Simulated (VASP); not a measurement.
These are RPBE GGA, VASP's PBE PAW potentials (set 64) (plane waves; VASP) values and carry that method's errors.

VASP input:

File POSCAR:
```
CuI
1
    0.0000000000     3.0976217014     3.0976217014
    3.0976217014     0.0000000000     3.0976217014
    3.0976217014     3.0976217014     0.0000000000
Cu I
1 1
Direct
  0.0000000000   0.0000000000   0.0000000000
  0.2500000000   0.2500000000   0.2500000000
```

File KPOINTS:
```
k-points along high-symmetry lines
15
Line-mode
Reciprocal
  0.000000   0.000000   0.000000 ! GAMMA
 -0.500000  -0.500000   0.000000 ! X

 -0.500000  -0.500000   0.000000 ! X
 -0.375000  -0.375000   0.250000 ! U

 -0.375000  -0.000000   0.375000 ! K
  0.000000   0.000000   0.000000 ! GAMMA

  0.000000   0.000000   0.000000 ! GAMMA
 -0.000000  -0.000000   0.500000 ! L

 -0.000000  -0.000000   0.500000 ! L
 -0.500000  -0.250000   0.250000 ! W

 -0.500000  -0.250000   0.250000 ! W
 -0.500000  -0.500000   0.000000 ! X
```

INCAR:
```
SYSTEM = CuI
PREC = Accurate
ENCUT = 520
EDIFF = 1E-7
NELM = 100
ALGO = Normal
LREAL = .FALSE.
LASPH = .TRUE.
ISMEAR = 0
SIGMA = 0.05
GGA = RP
LMAXMIX = 4
LWAVE = .FALSE.
LCHARG = .FALSE.
LORBIT = 11
ICHARG = 11
```

POTCAR, in this order: Cu I (PBE.64 set). Program: vasp_std. Read from the step before: CHGCAR.

What will the output report for the number of irreducible k-points (NKPTS), largest plane-wave count, number of space-group operations, FFT grid (NGX, NGY, NGZ)?

number of irreducible k-points (NKPTS): 90
largest plane-wave count: 1639
number of space-group operations: 24
FFT grid (NGX, NGY, NGZ): 36 × 36 × 36

The compound is CuI in the zinc blende structure. It was relaxed first, which changed the volume by +7 %.
